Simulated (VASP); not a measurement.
```
HfC
1.0
    0.00000     2.32000     2.32000
    2.32000     0.00000     2.32000
    2.32000     2.32000     0.00000
Hf C
1 1
Direct
  0.00000   0.00000   0.00000
  0.50000   0.50000   0.50000
```

Method: SCAN meta-GGA, VASP's PBE PAW potentials (set 64) (plane waves; VASP). Numerical set-up: 520 eV cut-off, 12×12×12 Γ-centred mesh, first-order Methfessel-Paxton smearing of 0.10 eV, potentials Hf_pv C.

The ions, cell shape and volume are relaxed. Which structure does the run end with?

```
HfC
1.0
    0.00000     2.30680     2.30680
    2.30680     0.00000     2.30680
    2.30680     2.30680     0.00000
Hf C
1 1
Direct
  0.00000   0.00000   0.00000
  0.50000   0.50000   0.50000
```
Space group Fm-3m (225), at a tolerance of 0.03 Å.

How do energy and volume change from the first to the last step?

The energy (σ→0) changes by -3.0 meV/atom and the volume by -1.7 %, in 3 ionic steps.

The compound is HfC in the rock salt structure. This run relaxes it. Symmetry was kept, so distortions that lower it aren't found.
